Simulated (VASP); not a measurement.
Consider the following.

```
CELL_PARAMETERS angstrom
      0.00000     2.97460     2.97460
      2.97460     0.00000     2.97460
     11.90004    11.90004    -0.00164
ATOMIC_POSITIONS crystal
  Ga 0.02119 0.02119 0.98411
  Ga 0.00741 0.00741 0.24445
  Ga 0.99385 0.99385 0.50461
  Ga 0.97923 0.97923 0.76558
  Sb 0.26275 0.26275 0.05293
  Sb 0.24957 0.24957 0.31282
  Sb 0.23638 0.23638 0.57272
  P  0.24963 0.24963 0.81278
```

All values below come from PBEsol GGA, VASP's PBE PAW potentials (set 64) (plane waves; VASP). Numerical set-up: 400 eV cut-off, Gaussian smearing of 0.050 eV, potentials Ga_d Sb P.

**Question.** Give the energies of bands 28 to 41 at the high-symmetry points, in eV from the Fermi level.

**Answer.** 
```
band      Γ      T     H2      L     S0      F
----  -----  -----  -----  -----  -----  -----
28    -1.97  -2.21  -6.58  -6.42  -6.58  -6.30
29    -1.97  -1.96  -4.23  -3.31  -4.23  -3.48
30    -0.80  -1.96  -3.94  -3.24  -3.92  -3.33
31    -0.80  -0.87  -3.79  -3.10  -3.82  -3.12
32    -0.73  -0.87  -3.67  -2.44  -3.66  -2.83
33    -0.53  -0.34  -2.68  -2.40  -2.70  -2.25
34    -0.53  -0.34  -2.47  -2.36  -2.45  -1.95
35    -0.28  -0.32  -2.25  -1.64  -2.28  -1.37
36     0.06  -0.09  -2.14  -1.42  -2.10  -1.22
37     0.06  -0.09   1.64   0.64   1.51   0.30
38     0.73   0.98   1.69   1.27   1.99   0.80
39     1.05   1.24   2.38   1.42   2.05   0.93
40     1.32   1.55   2.58   1.60   2.78   1.48
41     2.75   2.98   3.61   1.89   3.49   1.77
```

It has no gap at this level: it comes out as a metal or semimetal.

The structure was generated: Ga4PSb3 was put into an ordered model structure (R3m), which need not be its known phase. It was relaxed first.
